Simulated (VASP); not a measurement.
Set up this calculation in VASP 6.6.1, as the native input.

```
Task                   : relaxation of cell and atoms
Functional             : PBE
Potentials or basis    : VASP PAW PBE potentials, release 64 (Be, Cd, O)
Cutoff                 : 520 eV
k mesh                 : 6 × 6 × 2
Occupations            : gaussian, width 0.05 eV
Spin                   : no spin polarisation
Further INCAR settings : PREC = Normal; LREAL = Auto; ALGO = Fast; EDIFF = 1e-05; ISYM = 0; IBRION = 2; EDIFFG = -0.03; NSW = 110; ISIF = 3
```

The structure of Be3CdO4 lies in POSCAR:

```
Be3CdO4
1.0
    2.9044796600      0.0498425600      0.0046491700
    0.0498425600      2.8473416500     -0.0289396500
    0.0141710900     -0.0882106500      8.6962450300
Be Cd O
3 1 4
Direct
    0.5110880100      0.4997575400      0.7139648400
    0.9998060800      0.9938600800      0.5031406900
    0.5114916100      0.5029028000      0.2759534700
    0.9978273200      0.0051776900      0.9871007600
    0.9785341800      0.4801782700      0.6061467000
    0.5561779000      0.9968790900      0.7881348700
    0.4932074500      0.9283593000      0.3876337600
    0.9988766100      0.5212628000      0.1892533800
```

The cell was built by a generator and needn't be a form met in nature.

The input as run:

INCAR

```
PREC     = Normal         # precision mode
ENCUT    = 520            # plane-wave cutoff, eV
EDIFF    = 1E-5           # SCF threshold, eV
ISMEAR   = 0              # smearing method
SIGMA    = 0.05           # smearing width, eV
LREAL    = Auto         
LASPH    = True           # aspherical terms in the spheres
NELM     = 80             # most SCF steps
ALGO     = Fast           # electronic algorithm
ISIF     = 3              # what is computed and relaxed
LWAVE    = False          # write WAVECAR
LCHARG   = False          # write CHGCAR
GGA      = PE             # functional
IBRION   = 2              # ionic algorithm
NSW      = 110            # ionic steps
EDIFFG   = -0.03          # ionic threshold
ISYM     = 0
```

KPOINTS

```
regular mesh
0
Gamma
  6 6 2
```

Potentials or basis: VASP PAW PBE potentials, release 64 (Be, Cd, O).

Command:

```bash
$ cat potpaw_PBE.64/Be/POTCAR potpaw_PBE.64/Cd/POTCAR potpaw_PBE.64/O/POTCAR > POTCAR
$ mpirun -np 1 vasp_std > vasp.out
```

It gave:

| Item | Value |
| --- | --- |
| Relaxed volume | 8.92 Å³/atom |
| Relaxed cell | a = 2.861 Å, b = 2.862 Å, c = 8.714 Å, α = 89.86°, β = 90.16°, γ = 90.02° |
| Space group after relaxing (to 0.05 Å) | C2 (No. 5) |
| Energy gained by relaxing | 119.4 meV/atom |
| Ionic steps | 16 |
| Pressure after relaxing | 0.0 GPa |
| Largest force after relaxing | 0.014 eV/Å |
| Band gap on the k mesh | 1.76 eV, direct |

Run time: 2.9 min on 1 thread of Intel(R) Xeon(R) Platinum 8488C (Sapphire Rapids), on a shared host, peak memory 0.17 GiB.
